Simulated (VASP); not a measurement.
## SnBrCl3: relaxation of cell and atoms with PBE

The system is SnBrCl3.

```xyz
10
Lattice="7.3000 0.0000 0.0000 -3.6500 6.3220 0.0000 0.0000 0.0000 6.1300" Properties=species:S:1:pos:R:3 pbc="T T T"
Sn    3.6500    2.1073    3.0650
Sn    0.0000    4.2147    0.0000
Br    3.6500    2.1073    5.4925
Br    0.0000    4.2147    2.4275
Cl    1.7849    1.0305    2.3049
Cl    5.5151    1.0305    2.3049
Cl    3.6500    4.2610    2.3049
Cl    0.0000    2.0610    5.3699
Cl   -1.8651    5.2915    5.3699
Cl    1.8651    5.2915    5.3699
```

The cell was built by a generator and needn't be a form met in nature.

```json
{
  "Program": "VASP 6.6.1",
  "Task": "relaxation of cell and atoms",
  "Functional": "PBE",
  "Potentials or basis": "VASP PAW PBE potentials, release 64 (Sn_d, Br, Cl)",
  "Cutoff": "520 eV",
  "k mesh": "2 × 2 × 3",
  "Occupations": "gaussian, width 0.15 eV",
  "Spin": "no spin polarisation",
  "Further INCAR settings": "PREC = Normal; LREAL = Auto; ALGO = Fast; EDIFF = 0.0001; IBRION = 2; EDIFFG = -0.08; NSW = 24; ISIF = 3"
}
```

```yaml
Relaxed_volume: 43.44 Å³/atom
Relaxed_cell: a = 8.454 Å, b = 8.454 Å, c = 7.018 Å, α = 90.00°, β = 90.00°, γ = 120.00°
Space_group_after_relaxing_to_0.05_Å: P6_3mc (No. 186)
Energy_gained_by_relaxing: 97.9 meV/atom
Ionic_steps: 15
Pressure_after_relaxing: -0.1 GPa
Largest_force_after_relaxing: 0.058 eV/Å
Band_gap_on_the_k_mesh: 3.04 eV, direct
```

Forces in eV/Å, atoms in the order of the input:
```
Sn   0.000  0.000  0.034
Sn   0.000  0.000  0.034
Br   0.000  0.000 -0.014
Br   0.000  0.000 -0.014
Cl   0.050  0.029 -0.007
Cl  -0.050  0.029 -0.007
Cl   0.000 -0.057 -0.007
Cl   0.000  0.057 -0.007
Cl   0.050 -0.029 -0.007
Cl  -0.050 -0.029 -0.007
```

Stress tensor (GPa, compression positive):
```
-0.11  0.00  0.00
 0.00 -0.11  0.00
 0.00  0.00  0.02
```

Step by step:
```tsv
step	energy change (eV)	largest force (eV/Å)	pressure (GPa)	volume (Å³)
1	0.0000	0.4347	4.57	282.90
2	-0.2168	1.0323	-1.41	317.24
3	-0.3001	0.6038	0.39	304.29
4	-0.4139	0.4958	0.42	311.79
5	-0.6542	0.6169	0.28	335.02
6	-0.7621	1.1035	0.89	384.76
7	-0.8113	0.8969	0.64	391.70
8	-0.9102	0.3704	0.23	413.00
9	-0.8861	1.1875	-0.23	457.87
10	-0.9384	0.3166	0.01	432.10
11	-0.9383	0.2532	0.05	430.32
12	-0.9426	0.2222	0.07	430.52
13	-0.9542	0.2183	0.07	431.09
14	-0.9695	0.0922	0.06	432.22
15	-0.9789	0.0577	-0.07	434.38
```

Final structure:
```yaml
crystal:
  lattice:
    - [8.45385, 0.00000, 0.00000]
    - [-4.22693, 7.32125, 0.00000]
    - [0.00000, 0.00000, 7.01825]
  atoms:
    - { symbol: Sn, position: [0.66667, 0.33333, 0.50415] }
    - { symbol: Sn, position: [0.33333, 0.66667, 0.00415] }
    - { symbol: Br, position: [0.66667, 0.33333, 0.85460] }
    - { symbol: Br, position: [0.33333, 0.66667, 0.35460] }
    - { symbol: Cl, position: [0.36905, 0.18452, 0.38842] }
    - { symbol: Cl, position: [0.81548, 0.18452, 0.38842] }
    - { symbol: Cl, position: [0.81547, 0.63095, 0.38842] }
    - { symbol: Cl, position: [0.18452, 0.36905, 0.88842] }
    - { symbol: Cl, position: [0.18452, 0.81548, 0.88842] }
    - { symbol: Cl, position: [0.63095, 0.81548, 0.88842] }
```

Levels at points of the mesh, in eV from the valence-band top:
```csv
k point,band 38,band 39,band 40,band 41,band 42,band 43,band 44,band 45,band 46,band 47
"(0.00, 0.00, 0.00)",-0.38,-0.10,-0.10,0.00,0.00,3.04,3.30,6.33,6.33,6.55
"(0.50, 0.00, 0.00)",-0.49,-0.23,-0.22,-0.10,-0.03,3.31,3.37,6.30,6.42,6.48
```

Run time: 3.9 min on 1 thread of AMD EPYC 9R45 96-Core Processor (Zen 5), on a shared host, peak memory 0.23 GiB.

Caveat: the k mesh is coarse (spacing up to 0.50 Å⁻¹), so the values aren't converged; the volume moved by over 15 % at a fixed basis, so the end points are rough; spin-orbit coupling is left out, which moves the levels of the heavy elements; an odd mesh through Γ misses points on the zone boundary, where band edges often lie; the relaxation stopped at a loose force limit of 0.08 eV/Å, so its end isn't a converged minimum. Expect the measured gap to be larger: semilocal functionals such as PBE lack the derivative discontinuity.
